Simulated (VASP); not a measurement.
Method: PBEsol GGA, VASP's PBE PAW potentials (set 64) (plane waves; VASP).

Input for VASP

**KPOINTS**
```
k-points along high-symmetry lines
12
Line-mode
Reciprocal
  0.000000   0.000000   0.000000 ! GAMMA
  0.000000   0.000000  -0.500000 ! T

  0.000000   0.000000  -0.500000 ! T
 -0.328125   0.328125  -0.500000 ! H_2

 -0.343750   0.328125  -0.187500 ! H_0
  0.000000   0.500000   0.500000 ! L

  0.000000   0.500000   0.500000 ! L
  0.000000   0.000000   0.000000 ! GAMMA

  0.000000   0.000000   0.000000 ! GAMMA
 -0.335938   0.335938   0.000000 ! S_0

 -0.335938   0.328125  -0.343750 ! S_2
 -0.500000   0.000000  -1.000000 ! F

 -0.500000   0.000000  -1.000000 ! F
  0.000000   0.000000   0.000000 ! GAMMA
```

### INCAR
```
SYSTEM  =  Ge6Si2
PREC  =  Accurate; ENCUT  =  400; LREAL  =  .FALSE.
LASPH  =  .TRUE.; ICHARG  =  11
EDIFF  =  1E-7; NELM  =  100; ALGO  =  Normal
LMAXMIX  =  4
ISMEAR  =  0; SIGMA  =  0.05
GGA  =  PS
LWAVE  =  .FALSE.; LCHARG  =  .FALSE.; LORBIT  =  11
```

### POSCAR
```
Ge6Si2
1
   -0.0000000000     2.8020744267     2.8020744267
    2.8020744267    -0.0000000000     2.8020744267
   11.1917237614    11.1917237614     0.0165739453
Si Ge
2 6
Direct
  0.9958348023   0.9958348023   0.0031238983
  0.2541651977   0.2541651977   0.0593761017
  0.0062562345   0.0062562345   0.2453078241
  0.2535047432   0.2535047432   0.3098714426
  0.0010483251   0.0010483251   0.4992137562
  0.2489516749   0.2489516749   0.5632862438
  0.9964952568   0.9964952568   0.7526285574
  0.2437437655   0.2437437655   0.8171921759
```

POTCAR, in this order: Si Ge_d (PBE.64 set). Program: vasp_std. Read from the step before: CHGCAR.

Output of the run:

OSZICAR:
```
       N       E                     dE             d eps       ncg     rms          rms(c)
DAV:   1     0.988316362613E+03    0.98832E+03   -0.37557E+04 11061   0.371E+03
DAV:   2     0.154153993974E+03   -0.83416E+03   -0.80966E+03  9240   0.963E+02
DAV:   3    -0.198416455568E+02   -0.17400E+03   -0.16914E+03 10214   0.229E+02
DAV:   4    -0.332897621294E+02   -0.13448E+02   -0.13206E+02 11017   0.722E+01
DAV:   5    -0.336637149429E+02   -0.37395E+00   -0.37240E+00 10857   0.133E+01
DAV:   6    -0.336749758886E+02   -0.11261E-01   -0.11258E-01 12679   0.203E+00
DAV:   7    -0.336752854752E+02   -0.30959E-03   -0.30956E-03 12026   0.297E-01
DAV:   8    -0.336753022535E+02   -0.16778E-04   -0.16778E-04 13603   0.595E-02
DAV:   9    -0.336753025629E+02   -0.30948E-06   -0.30883E-06  9601   0.690E-03
DAV:  10    -0.336753025780E+02   -0.15105E-07   -0.15150E-07  7779   0.160E-03
   1 F= -.33675303E+02 E0= -.33675291E+02  d E =-.229454E-04
```

### OUTCAR
```
 val. band max:        5.1522768289   @ k =   0.0000   0.0000   0.0000

 cond. band min:       5.3807949694   @ k =   0.0000   0.0000   0.0000



 k-point     1 :       0.0000    0.0000    0.0000
  band No.  band energies     occupation
      1     -19.5637      2.00000
      2     -19.5637      2.00000
      3     -19.5417      2.00000
      4     -19.5417      2.00000
      5     -19.5329      2.00000
      6     -19.5329      2.00000
      7     -19.5307      2.00000
      8     -19.5244      2.00000
      9     -19.4851      2.00000
     10     -19.4851      2.00000
     11     -19.4575      2.00000
     12     -19.4575      2.00000
     13     -19.4519      2.00000
     14     -19.4519      2.00000
     15     -19.3673      2.00000
     16     -19.3671      2.00000
     17     -19.3030      2.00000
     18     -19.3030      2.00000
     19     -19.2983      2.00000
     20     -19.2910      2.00000
     21     -19.2842      2.00000
     22     -19.2842      2.00000
     23     -19.2622      2.00000
     24     -19.2622      2.00000
     25     -19.2516      2.00000
     26     -19.2516      2.00000
     27     -19.2326      2.00000
     28     -19.2326      2.00000
     29     -19.2290      2.00000
     30     -19.2290      2.00000
     31      -7.5857      2.00000
     32      -6.9337      2.00000
     33      -6.6165      2.00000
     34      -5.2501      2.00000
     35      -2.4016      2.00000
     36       0.4357      2.00000
     37       0.6947      2.00000
     38       3.5472      2.00000
     39       3.5473      2.00000
     40       4.1574      2.00000
     41       4.1574      2.00000
     42       4.3683      2.00000
     43       4.3684      2.00000
     44       5.0960      2.00000
     45       5.1522      1.99923
     46       5.1523      1.99922
     47       5.3808      0.00192
     48       5.7640      0.00000
     49       6.0676      0.00000
     50       6.2379      0.00000
     51       7.4590      0.00000
     52       7.4590      0.00000
...
```

The density is held fixed in this step, so its total energy and stress have no physical meaning.

The structure was generated: Ge6Si2 was put into an ordered model structure (R-3m), which need not be its known phase. It was relaxed first.
